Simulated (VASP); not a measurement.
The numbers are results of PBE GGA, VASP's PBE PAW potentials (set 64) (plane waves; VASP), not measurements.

The input files of a VASP run:

POSCAR:
```
GaAs
1
    0.0000000000     2.8250000000     2.8250000000
    2.8250000000     0.0000000000     2.8250000000
    2.8250000000     2.8250000000     0.0000000000
Ga As
1 1
Direct
  0.0000000000   0.0000000000   0.0000000000
  0.7500000000   0.7500000000   0.7500000000
```

### INCAR
```
# general
SYSTEM  = GaAs
PREC    = Accurate
ENCUT   = 480   # plane-wave cut-off (eV)
LREAL   = F   # projection in real space or not
LASPH   = T   # aspherical one-centre terms

# electronic loop
EDIFF   = 1E-6   # SCF stop (eV)
NELM    = 100
ALGO    = Normal
LMAXMIX = 4

# smearing
ISMEAR  = 0   # Gaussian
SIGMA   = 0.05   # width (eV)

# functional
GGA     = PE   # PBE

# ions
IBRION  = 2   # conjugate gradients
NSW     = 60   # most ionic steps
ISIF    = 3   # ions, shape and volume
EDIFFG  = -0.01   # ionic stop

# output
LWAVE   = F
LCHARG  = F
```

### KPOINTS
```
Automatic mesh
0
Gamma
7 7 7
0 0 0
```

POTCAR, in this order: Ga_d As (PBE.64 set). Program: vasp_std.

Energy and stress use the plane-wave basis of the starting cell.

**Question.** What does the run give for the energy per atom (σ→0), volume per atom, band gap (on the k-mesh)?

**Answer.** 
```json
{
 "energy per atom (σ→0)": "-4.132 eV/atom",
 "band gap (on the k-mesh)": "0.16 eV",
 "volume_per_atom": "23.72 Å³/atom"
}
```

OSZICAR:
```
...
DAV:   3    -0.826439177093E+01    0.42662E-04   -0.56667E-05   690   0.149E-01    0.851E-03
DAV:   4    -0.826438824940E+01    0.35215E-05   -0.49485E-06   545   0.342E-02    0.290E-03
DAV:   5    -0.826438786440E+01    0.38501E-06   -0.32795E-07   260   0.915E-03
   4 F= -.82643879E+01 E0= -.82643763E+01  d E =-.253082E-01
       N       E                     dE             d eps       ncg     rms          rms(c)
DAV:   1    -0.826438879016E+01   -0.54076E-06   -0.34638E-06   425   0.363E-02    0.311E-03
DAV:   2    -0.826438855946E+01    0.23070E-06   -0.44436E-07   260   0.160E-02
   5 F= -.82643886E+01 E0= -.82643769E+01  d E =-.695066E-06
```

The compound is GaAs in the zinc blende structure. This run relaxes it. Symmetry was kept, so distortions that lower it aren't found.
